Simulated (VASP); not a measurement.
Input:

```yaml
crystal:
  lattice:
    - [2.97696, 0.00000, 0.00000]
    - [0.00000, 2.97696, 0.00000]
    - [0.00000, 0.00000, 5.16687]
  atoms:
    - { symbol: Fe, position: [0.50000, 0.50000, 0.76154] }
    - { symbol: Fe, position: [0.50000, 0.50000, 0.23846] }
    - { symbol: Fe, position: [0.00000, 0.00000, 0.50000] }
    - { symbol: Si, position: [0.00000, 0.00000, 0.00000] }
```

Computed with r2SCAN meta-GGA, VASP's PBE PAW potentials (set 64) (plane waves; VASP 6.6.1). Run with 400 eV cut-off, 11×11×7 Γ-centred mesh, tetrahedra with Blöchl corrections, potentials Fe Si.

The run has a spin-polarised start.

Task: Give the spin-up energies of bands 8 to 21 at the high-symmetry points, in eV from the Fermi level.

Result: 
| band | Γ | X | M | Z | R | A |
|---|---|---|---|---|---|---|
| 8 | -3.71 | -3.44 | -3.05 | -3.64 | -3.99 | -3.54 |
| 9 | -3.35 | -3.41 | -2.72 | -3.27 | -3.06 | -3.54 |
| 10 | -3.34 | -3.20 | -2.72 | -2.86 | -3.00 | -3.36 |
| 11 | -3.34 | -2.45 | -2.71 | -2.86 | -2.90 | -2.54 |
| 12 | -3.00 | -2.32 | -2.48 | -2.68 | -2.67 | -2.48 |
| 13 | -2.22 | -2.27 | -2.33 | -2.60 | -2.56 | -2.29 |
| 14 | -2.12 | -2.20 | -2.22 | -2.60 | -2.45 | -2.25 |
| 15 | -1.77 | -2.06 | -2.09 | -2.33 | -1.78 | -1.91 |
| 16 | -1.77 | -1.96 | -2.09 | -1.99 | -1.57 | 0.56 |
| 17 | -1.44 | -1.47 | -1.36 | -1.32 | -1.52 | 0.72 |
| 18 | -0.06 | -1.34 | 0.66 | 3.64 | -1.30 | 0.72 |
| 19 | 3.54 | -0.54 | 1.36 | 3.85 | -1.12 | 0.72 |
| 20 | 3.54 | 4.11 | 3.72 | 4.69 | 7.24 | 0.72 |
| 21 | 7.27 | 4.46 | 4.82 | 4.69 | 7.28 | 1.25 |

Task: Give the spin-down energies of bands 8 to 21 at the high-symmetry points, in eV from the Fermi level.

Result: 
```csv
band,Γ,X,M,Z,R,A
8,-0.86,-1.68,-1.85,-0.99,-1.24,-1.83
9,-0.57,-1.66,-1.85,-0.69,-0.93,-1.76
10,-0.17,-1.35,-0.73,-0.12,-0.71,-1.76
11,-0.17,0.43,0.90,-0.04,-0.50,1.31
12,0.15,0.54,0.90,-0.04,-0.20,1.53
13,1.04,1.17,1.53,0.41,0.89,1.53
14,1.59,1.25,1.86,0.41,1.59,1.58
15,1.60,1.44,1.94,1.66,1.64,1.91
16,1.60,1.86,2.02,1.70,1.81,1.97
17,1.76,1.98,2.29,1.88,2.18,2.22
18,2.95,2.01,2.42,4.50,2.20,2.42
19,3.76,2.26,2.59,5.58,2.63,2.81
20,3.76,6.13,4.93,5.68,7.57,3.62
21,8.20,6.43,6.11,5.68,8.03,3.62
```

It has no gap at this level: it comes out as a metal or semimetal.

The structure comes from a computed database's Fe3Si entry (P4/mmm); how it stands against other phases isn't given here. It was relaxed first.
